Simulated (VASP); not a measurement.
Computed with PBE GGA, VASP's PBE PAW potentials (set 64) (plane waves; VASP).

VASP ran on this input.

File KPOINTS:
```
K-points
0
gamma
 7 7 1
```

### INCAR
```
ALGO = Normal
DIPOL = 0.5 0.5 0.5
EDIFF = 1E-6
ENCUT = 300
GGA = PE
IDIPOL = 3
ISIF = 2
ISMEAR = -1
ISPIN = 2
LASPH = .TRUE.
LCHARG = .FALSE.
LDIPOL = .TRUE.
LMAXMIX = 6
LORBIT = 11
LREAL = .FALSE.
LWAVE = .FALSE.
MAGMOM = 6.0 6.0 6.0 6.0
NELM = 100
PREC = Accurate
SIGMA = 0.1
SYSTEM = Tb
```

### POSCAR
```
Tb
1
    3.5791780000     0.0000000000     0.0000000000
   -1.7895890000     3.0996590000     0.0000000000
    0.0000000000     0.0000000000    22.6371000000
Tb
4
Direct
 -0.0029670000   0.0037210000   0.6910460000
 -0.0028240000  -0.0105750000   0.4366080000
  0.3397010000   0.6744060000   0.3091450000
  0.6660900000   0.3324480000   0.5631970000
```

POTCAR, in this order: Tb (PBE.64 set). Program: vasp_std.

Output of the run:

OSZICAR:
```
...
DAV:  12    -0.165955104191E+03   -0.11370E+03   -0.34191E+02  9512   0.693E+01    0.175E+02
DAV:  13    -0.486113532286E+02    0.11734E+03   -0.77195E+01  9657   0.318E+01    0.640E+02
DAV:  14    -0.743003933063E+02   -0.25689E+02   -0.10652E+02  8862   0.757E+01    0.806E+02
DAV:  15    -0.658746573439E+02    0.84257E+01   -0.71469E+01  9594   0.320E+01    0.361E+02
DAV:  16    -0.447628105504E+02    0.21112E+02   -0.79147E+01  8808   0.403E+01    0.337E+02
DAV:  17    -0.472136530376E+02   -0.24508E+01   -0.22813E+01  9963   0.151E+01    0.194E+02
DAV:  18    -0.715382654902E+02   -0.24325E+02   -0.89137E+01  7878   0.850E+01    0.150E+02
DAV:  19    -0.403946332372E+02    0.31144E+02   -0.57376E+01  7488   0.617E+01    0.137E+02
DAV:  20    -0.571368825946E+02   -0.16742E+02   -0.87145E+01  8711   0.627E+01    0.111E+02
DAV:  21    -0.496287385346E+02    0.75081E+01   -0.23045E+01  9180   0.379E+01    0.151E+02
DAV:  22    -0.451373807733E+02    0.44914E+01   -0.80639E+00 10293   0.176E+01    0.122E+02
DAV:  23    -0.398335370842E+02    0.53038E+01   -0.11203E+01  9367   0.154E+01    0.893E+01
DAV:  24    -0.385709665184E+02    0.12626E+01   -0.36509E+00 10104   0.116E+01    0.910E+01
DAV:  25    -0.473339362348E+02   -0.87630E+01   -0.38871E+00  8912   0.143E+01    0.113E+02
DAV:  26    -0.426197520326E+02    0.47142E+01   -0.16531E+00  9427   0.713E+00    0.104E+02
DAV:  27    -0.469864569154E+02   -0.43667E+01   -0.10443E+01  8428   0.218E+01    0.116E+02
DAV:  28    -0.443385973904E+02    0.26479E+01   -0.15478E+01  8261   0.212E+01    0.128E+02
DAV:  29    -0.381101379283E+02    0.62285E+01   -0.29333E+00  8644   0.119E+01    0.116E+02
DAV:  30    -0.343216590482E+02    0.37885E+01   -0.72422E+00  9247   0.140E+01    0.901E+01
DAV:  31    -0.351452368233E+02   -0.82358E+00   -0.86476E-01  9956   0.540E+00    0.902E+01
DAV:  32    -0.352776999525E+02   -0.13246E+00   -0.17766E-01 10070   0.218E+00    0.903E+01
DAV:  33    -0.356869113733E+02   -0.40921E+00   -0.34264E-01  9522   0.236E+00    0.909E+01
DAV:  34    -0.351058194426E+02    0.58109E+00   -0.14050E+00  8679   0.410E+00    0.909E+01
DAV:  35    -0.362165029191E+02   -0.11107E+01   -0.17779E+00  8416   0.767E+00    0.923E+01
DAV:  36    -0.371597441147E+02   -0.94324E+00   -0.90479E-01  8894   0.453E+00    0.942E+01
DAV:  37    -0.371980437899E+02   -0.38300E-01   -0.78581E-02  9149   0.144E+00    0.938E+01
DAV:  38    -0.372870619678E+02   -0.89018E-01   -0.94330E-01  8652   0.352E+00    0.939E+01
DAV:  39    -0.369759909729E+02    0.31107E+00   -0.40839E-01  9028   0.330E+00    0.915E+01
DAV:  40    -0.366932148387E+02    0.28278E+00   -0.74017E-01  8641   0.391E+00    0.897E+01
DAV:  41    -0.367120289676E+02   -0.18814E-01   -0.14335E-01  8764   0.310E+00    0.877E+01
DAV:  42    -0.363195965634E+02    0.39243E+00   -0.17873E-01  9170   0.291E+00    0.854E+01
DAV:  43    -0.364532804674E+02   -0.13368E+00   -0.15826E-01  8714   0.253E+00    0.874E+01
DAV:  44    -0.359961121760E+02    0.45717E+00   -0.17801E-01  8705   0.376E+00    0.831E+01
DAV:  45    -0.349392112950E+02    0.10569E+01   -0.11517E+00  9072   0.778E+00    0.705E+01
DAV:  46    -0.336740850438E+02    0.12651E+01   -0.83998E-01  8134   0.821E+00    0.628E+01
DAV:  47    -0.332077072088E+02    0.46638E+00   -0.38108E-01  9125   0.442E+00    0.596E+01
DAV:  48    -0.330224093376E+02    0.18530E+00   -0.25109E-01  8962   0.263E+00    0.566E+01
DAV:  49    -0.328271849868E+02    0.19522E+00   -0.15165E-01  8368   0.259E+00    0.540E+01
DAV:  50    -0.320220353373E+02    0.80515E+00   -0.13495E+00  6901   0.672E+00    0.519E+01
DAV:  51    -0.347846162449E+02   -0.27626E+01   -0.43898E+01  8194   0.569E+01    0.627E+01
DAV:  52    -0.369775944577E+02   -0.21930E+01   -0.83057E+00  9087   0.250E+01    0.531E+01
DAV:  53    -0.378645242142E+02   -0.88693E+00   -0.19055E+00  9784   0.998E+00    0.558E+01
DAV:  54    -0.376057701150E+02    0.25875E+00   -0.67165E-01 10040   0.490E+00    0.573E+01
DAV:  55    -0.381758468264E+02   -0.57008E+00   -0.18638E+00 10186   0.587E+00    0.566E+01
DAV:  56    -0.480116917323E+02   -0.98358E+01   -0.10870E+01  7819   0.562E+01    0.939E+01
DAV:  57    -0.464544795495E+02    0.15572E+01   -0.53259E+00  9433   0.156E+01    0.744E+01
DAV:  58    -0.405805173643E+02    0.58740E+01   -0.63660E+00  9154   0.203E+01    0.445E+01
DAV:  59    -0.400538506208E+02    0.52667E+00   -0.47447E+00 10021   0.150E+01    0.351E+01
DAV:  60    -0.398300677884E+02    0.22378E+00   -0.97670E-01  9067   0.107E+01    0.374E+01
DAV:  61    -0.408569715328E+02   -0.10269E+01   -0.22431E+00  8626   0.144E+01    0.421E+01
DAV:  62    -0.395725254082E+02    0.12844E+01   -0.15992E+00  8662   0.679E+00    0.400E+01
DAV:  63    -0.388722801833E+02    0.70025E+00   -0.40325E-01  8834   0.723E+00    0.390E+01
DAV:  64    -0.384459629378E+02    0.42632E+00   -0.39643E-01  9498   0.576E+00    0.376E+01
DAV:  65    -0.381708289250E+02    0.27513E+00   -0.32825E-01 10544   0.328E+00    0.365E+01
DAV:  66    -0.391076913622E+02   -0.93686E+00   -0.22317E+00  9160   0.895E+00    0.411E+01
DAV:  67    -0.392676305019E+02   -0.15994E+00   -0.28796E-01  9470   0.500E+00    0.416E+01
DAV:  68    -0.394696709635E+02   -0.20204E+00   -0.17856E-01  8845   0.301E+00    0.420E+01
DAV:  69    -0.392632908274E+02    0.20638E+00   -0.86268E-02  9597   0.194E+00    0.421E+01
DAV:  70    -0.392302660118E+02    0.33025E-01   -0.32212E-02 10208   0.791E-01    0.422E+01
DAV:  71    -0.409771529326E+02   -0.17469E+01   -0.13404E+00  8156   0.147E+01    0.438E+01
DAV:  72    -0.399973828198E+02    0.97977E+00   -0.31048E-01  8810   0.741E+00    0.437E+01
DAV:  73    -0.391867281848E+02    0.81065E+00   -0.35411E-01  8457   0.998E+00    0.429E+01
DAV:  74    -0.374841184407E+02    0.17026E+01   -0.91739E-01  8928   0.123E+01    0.407E+01
DAV:  75    -0.359447232635E+02    0.15394E+01   -0.98094E-01  9673   0.772E+00    0.377E+01
DAV:  76    -0.345740639015E+02    0.13707E+01   -0.83411E+00  8327   0.293E+01    0.126E+02
DAV:  77    -0.344123046271E+02    0.16176E+00   -0.11963E+01  9558   0.137E+01    0.418E+01
DAV:  78    -0.368687034702E+02   -0.24564E+01   -0.54157E+00  8805   0.155E+01    0.411E+01
DAV:  79    -0.357717101895E+02    0.10970E+01   -0.82646E-01  9431   0.612E+00    0.389E+01
DAV:  80    -0.346776860185E+02    0.10940E+01   -0.68535E-01  8596   0.700E+00    0.354E+01
DAV:  81    -0.428622704579E+02   -0.81846E+01   -0.25344E+01  8431   0.331E+01    0.835E+01
DAV:  82    -0.416835100920E+02    0.11788E+01   -0.41465E+01  8770   0.362E+01    0.544E+01
DAV:  83    -0.395127502478E+02    0.21708E+01   -0.29173E+00  8829   0.178E+01    0.431E+01
DAV:  84    -0.401491155757E+02   -0.63637E+00   -0.25389E+00  9093   0.146E+01    0.418E+01
DAV:  85    -0.391380358000E+02    0.10111E+01   -0.21701E+00  8875   0.133E+01    0.389E+01
DAV:  86    -0.362103232484E+02    0.29277E+01   -0.33162E+00  8866   0.185E+01    0.321E+01
DAV:  87    -0.365315432853E+02   -0.32122E+00   -0.17885E+00  8729   0.947E+00    0.304E+01
DAV:  88    -0.362210100066E+02    0.31053E+00   -0.10222E+00  9426   0.550E+00    0.274E+01
DAV:  89    -0.360903737643E+02    0.13064E+00   -0.17882E-01 10488   0.216E+00    0.276E+01
DAV:  90    -0.360234516642E+02    0.66922E-01   -0.36466E-02  9962   0.903E-01    0.273E+01
DAV:  91    -0.390860105651E+02   -0.30626E+01   -0.71993E+00  7681   0.356E+01    0.532E+01
DAV:  92    -0.371720848018E+02    0.19139E+01   -0.15858E+01  8285   0.265E+01    0.298E+01
DAV:  93    -0.371341649693E+02    0.37920E-01   -0.49585E-01  8517   0.458E+00    0.286E+01
DAV:  94    -0.371152787083E+02    0.18886E-01   -0.28425E-01  8782   0.458E+00    0.268E+01
DAV:  95    -0.370843787520E+02    0.30900E-01   -0.34104E-01  8118   0.621E+00    0.285E+01
DAV:  96    -0.373522824734E+02   -0.26790E+00   -0.10820E+00  8720   0.764E+00    0.281E+01
DAV:  97    -0.377680479442E+02   -0.41577E+00   -0.74733E-01  9276   0.984E+00    0.284E+01
DAV:  98    -0.377812787043E+02   -0.13231E-01   -0.35931E-01  9204   0.531E+00    0.273E+01
DAV:  99    -0.378300236440E+02   -0.48745E-01   -0.90196E-02 10512   0.137E+00    0.272E+01
DAV: 100    -0.378153293302E+02    0.14694E-01   -0.90472E-03  9943   0.662E-01
   1 F= -.37815329E+02 E0= -.37570547E+02  d E =-.489565E+00  mag=    25.2418
```

**OUTCAR**
```
------------------------ aborting loop EDIFF was not reached (unconverged)  ----------------------------
  FORCE on cell =-STRESS in cart. coord.  units (eV):
  Direction    XX          YY          ZZ          XY          YZ          ZX
  --------------------------------------------------------------------------------------
  Total       48.3652469     47.0078174   -149.2717193     -1.6209328      1.6553073     -2.7991361
  in kB      308.5503092    299.8904696   -952.2919476    -10.3408822     10.5601771    -17.8573331
  external PRESSURE =    -114.6170563 kB  Pullay stress =       0.0000000 kB
  volume of cell :      251.14
      direct lattice vectors                 reciprocal lattice vectors
     3.579178000  0.000000000  0.000000000     0.279393760  0.161308066  0.000000000
    -1.789589000  3.099659000  0.000000000     0.000000000  0.322616133  0.000000000
     0.000000000  0.000000000 22.637100000     0.000000000  0.000000000  0.044175270
 POSITION                                       TOTAL-FORCE (eV/Angst)
 -----------------------------------------------------------------------------------
      3.56190      0.01153     15.64328        -0.021209      0.014059     -1.112304
      1.79841      3.06688      9.88354         0.017998      0.030978      0.539307
      0.00894      2.09043      6.99815         0.006619     -0.036885     -0.202708
      1.78911      1.03048     12.74915        -0.003408     -0.008153      0.775706
 -----------------------------------------------------------------------------------
    total drift:                               -0.014648     -0.017103      1.409383
  FREE ENERGIE OF THE ION-ELECTRON SYSTEM (eV)
  ---------------------------------------------------
  free  energy   TOTEN  =       -37.8153293302 eV

  energy  without entropy=      -37.3257647211  energy(sigma->0) =      -37.57054703

 total charge

# of ion       s       p       d       f       tot
--------------------------------------------------
    1        2.089   5.576   0.510   9.032  17.207
    2        2.086   5.592   0.576   7.204  15.457
    3        2.084   5.587   0.461   6.889  15.022
    4        2.086   5.594   0.572   8.815  17.068
--------------------------------------------------
tot          8.345  22.350   2.119  31.939  64.754

 magnetization (x)

# of ion       s       p       d       f       tot
--------------------------------------------------
    1        0.007  -0.030   0.193   4.760   4.930
    2        0.000  -0.024   0.132   6.578   6.687
    3        0.008  -0.026   0.216   6.852   7.050
    4        0.001  -0.018   0.168   4.978   5.130
--------------------------------------------------
tot          0.015  -0.098   0.709  23.169  23.796
```
(Selected blocks of OUTCAR.)

**stdout**
```
...
DAV:  99    -0.378300236440E+02   -0.48745E-01   -0.90196E-02 10512   0.137E+00    0.272E+01
DAV: 100    -0.378153293302E+02    0.14694E-01   -0.90472E-03  9943   0.662E-01

 -----------------------------------------------------------------------------
|                                                                             |
|           W    W    AA    RRRRR   N    N  II  N    N   GGGG   !!!           |
|           W    W   A  A   R    R  NN   N  II  NN   N  G    G  !!!           |
|           W    W  A    A  R    R  N N  N  II  N N  N  G       !!!           |
|           W WW W  AAAAAA  RRRRR   N  N N  II  N  N N  G  GGG   !            |
|           WW  WW  A    A  R   R   N   NN  II  N   NN  G    G                |
|           W    W  A    A  R    R  N    N  II  N    N   GGGG   !!!           |
|                                                                             |
|     The minimum charge density times volume of the cell along the axis      |
|     of the dipole correction is larger 1E-1, which could mean that your     |
|     workfunction is not accurate as there is no field free region in        |
|     your cell. Please consider either increasing the size of your cell      |
|     along the dipole correction (vacuum dimension) or perhaps               |
|     increasing the precision of your calculation.                           |
|                                                                             |
 -----------------------------------------------------------------------------

 -----------------------------------------------------------------------------
|                                                                             |
|           W    W    AA    RRRRR   N    N  II  N    N   GGGG   !!!           |
|           W    W   A  A   R    R  NN   N  II  NN   N  G    G  !!!           |
|           W    W  A    A  R    R  N N  N  II  N N  N  G       !!!           |
|           W WW W  AAAAAA  RRRRR   N  N N  II  N  N N  G  GGG   !            |
|           WW  WW  A    A  R   R   N   NN  II  N   NN  G    G                |
|           W    W  A    A  R    R  N    N  II  N    N   GGGG   !!!           |
|                                                                             |
|     The electronic self-consistency was not achieved in the given           |
|     number of steps (NELM). The forces and other quantities evaluated       |
|     might not be reliable so examine the results carefully. If you find     |
|     spurious results, we suggest increasing NELM, if you were close to      |
|     convergence or switching to a different ALGO or adjusting the           |
|     density mixing parameters otherwise.                                    |
|                                                                             |
 -----------------------------------------------------------------------------

   1 F= -.37815329E+02 E0= -.37570547E+02  d E =-.489565E+00  mag=    25.2418
```

Convergence was not reached.

At this cut-off the stress carries a Pulay error, which pulls relaxed volumes low. The cell holds a wide vacuum, so values per volume refer to the whole cell.

The cell is a sheet with vacuum, built from a generated structure.
